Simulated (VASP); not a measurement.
VASP ran on this input.

### INCAR
```
SYSTEM = Y
PREC = Accurate
ENCUT = 400
EDIFF = 1E-6
NELM = 100
ALGO = Normal
LREAL = .FALSE.
LASPH = .TRUE.
ISMEAR = 0
SIGMA = 0.001
GGA = PE
LMAXMIX = 4
LWAVE = .FALSE.
LCHARG = .FALSE.
ISIF = 2
```

### KPOINTS
```
Automatic mesh
0
Gamma
3 3 1
0 0 0
```

### POSCAR
```
Y
1
    1.8615000000    -3.2242130000     0.0000000000
    1.8615000000     3.2242130000     0.0000000000
    0.0000000000     0.0000000000     5.8446000000
Y
2
Direct
  0.3333330000   0.6666670000   0.2500000000
  0.6666670000   0.3333330000   0.7500000000
```

POTCAR, in this order: Y_sv (PBE.64 set). Program: vasp_std.

**Question.** Does this input run properly? What does VASP do?

**Answer.** There is a fault: a metal was run with a tiny SIGMA on a coarse mesh. The run ends without an error. Against the sound run, the energy per atom (σ→0) falls by 0.063 eV/atom; the pressure falls by 2.74 GPa.

### standard output
```
 POSCAR found type information on POSCAR Y
 POSCAR found :  1 types and       2 ions
 Reading from existing POTCAR
 Reading from existing POTCAR
 LDA part: xc-table for (Slater+PW92), standard interpolation
 POSCAR, INCAR and KPOINTS ok, starting setup
 WAVECAR not read
 entering main loop
       N       E                     dE             d eps       ncg     rms          rms(c)
DAV:   1     0.725277311997E+02    0.72528E+02   -0.10742E+04    90   0.116E+03
DAV:   2    -0.713472309943E+01   -0.79662E+02   -0.79317E+02   111   0.240E+02
DAV:   3    -0.132937544341E+02   -0.61590E+01   -0.61357E+01   180   0.435E+01
DAV:   4    -0.133617856311E+02   -0.68031E-01   -0.68031E-01   111   0.556E+00
DAV:   5    -0.133628910650E+02   -0.11054E-02   -0.11054E-02   125   0.599E-01    0.277E+01
DAV:   6    -0.130311710291E+02    0.33172E+00   -0.43830E-01    90   0.457E+00    0.174E+01
DAV:   7    -0.129641213352E+02    0.67050E-01   -0.84883E-01   121   0.582E+00    0.201E+00
DAV:   8    -0.129513371401E+02    0.12784E-01   -0.15013E-01   111   0.259E+00    0.129E+00
DAV:   9    -0.129506129512E+02    0.72419E-03   -0.36478E-03   134   0.427E-01    0.255E-01
DAV:  10    -0.129507206133E+02   -0.10766E-03   -0.10020E-03   112   0.329E-01    0.383E-01
DAV:  11    -0.129506714794E+02    0.49134E-04   -0.98764E-05   104   0.946E-02    0.345E-02
DAV:  12    -0.129506686110E+02    0.28684E-05   -0.58143E-06   104   0.239E-02    0.166E-02
DAV:  13    -0.129506690355E+02   -0.42452E-06   -0.70300E-07    66   0.895E-03
   1 F= -.12950669E+02 E0= -.12950551E+02  d E =-.235562E-03
```

OUTCAR:
```
------------------------ aborting loop because EDIFF is reached ----------------------------------------
  FORCE on cell =-STRESS in cart. coord.  units (eV):
  Direction    XX          YY          ZZ          XY          YZ          ZX
  --------------------------------------------------------------------------------------
  Total       -1.4404557     -1.4404560     -4.0193437      0.0000000      0.0000000      0.0000000
  in kB      -32.8956839    -32.8956925    -91.7897475      0.0000000      0.0000000      0.0000000
  external PRESSURE =     -52.5270413 kB  Pullay stress =       0.0000000 kB
  volume of cell :       70.16
      direct lattice vectors                 reciprocal lattice vectors
     1.861500000 -3.224213000  0.000000000     0.268600591 -0.155076603  0.000000000
     1.861500000  3.224213000  0.000000000     0.268600591  0.155076603  0.000000000
     0.000000000  0.000000000  5.844600000     0.000000000  0.000000000  0.171098108
 POSITION                                       TOTAL-FORCE (eV/Angst)
 -----------------------------------------------------------------------------------
      1.86150      1.07474      1.46115         0.000000     -0.000000      0.000000
      1.86150     -1.07474      4.38345        -0.000000      0.000000      0.000000
 -----------------------------------------------------------------------------------
    total drift:                               -0.000069      0.000518     -0.000010
  FREE ENERGIE OF THE ION-ELECTRON SYSTEM (eV)
  ---------------------------------------------------
  free  energy   TOTEN  =       -12.9506690355 eV

  energy  without entropy=      -12.9504334738  energy(sigma->0) =      -12.95055125
```
(Selected blocks of OUTCAR.)

To mend it, set ISMEAR = 1, set SIGMA = 0.1, correct KPOINTS.
### KPOINTS
```
Automatic mesh
0
Gamma
9 9 5
0 0 0
```
The mended run (PBE GGA, plane waves, VASP's PBE PAW potentials (set 64)) converges, and its OSZICAR ends with
```
   1 F= -.12825144E+02 E0= -.12824654E+02  d E =-.146847E-02
```

The compound is Y in the hcp structure. The cell was not relaxed at this level.
